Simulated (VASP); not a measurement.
Calculation: AM05 GGA, VASP's PBE PAW potentials (set 64) (plane waves; VASP).

VASP ran on this input.

KPOINTS:
```
K-points
0
Gamma
8 8 8
```

### POSCAR
```
CdF2
3.8305880
  0.0000000000   0.7071067961   0.7071067961
  0.7071067961   0.0000000000   0.7071067961
  0.7071067961   0.7071067961   0.0000000000
Cd F
1 2
Cartesian
  1.4142135923   1.4142135923   1.4142135923
  0.3535533981   0.3535533981   0.3535533981
  1.0606601942   1.0606601942   1.0606601942
```

INCAR:
```
SYSTEM = CdF2
PREC = Accurate
ENCUT = 520
EDIFF = 1E-7
NELM = 100
ALGO = Normal
LREAL = .FALSE.
LASPH = .TRUE.
ISMEAR = -5
GGA = AM
LMAXMIX = 4
LWAVE = .FALSE.
LCHARG = .TRUE.
LORBIT = 11
NEDOS = 601
ISIF = 2
LEFG = .TRUE.
```

POTCAR, in this order: Cd F (PBE.64 set). Program: vasp_std.

Task: What will the output report for the number of irreducible k-points (NKPTS), largest plane-wave count, number of space-group operations, FFT grid (NGX, NGY, NGZ)?

Result: 
```json
{
  "number of irreducible k-points (NKPTS)": "29",
  "largest_plane_wave_count": "1090",
  "number_of_space_group_operations": "48",
  "FFT grid (NGX, NGY, NGZ)": "28 × 28 × 28"
}
```

The compound is CdF2 in the fluorite structure. It was relaxed first.
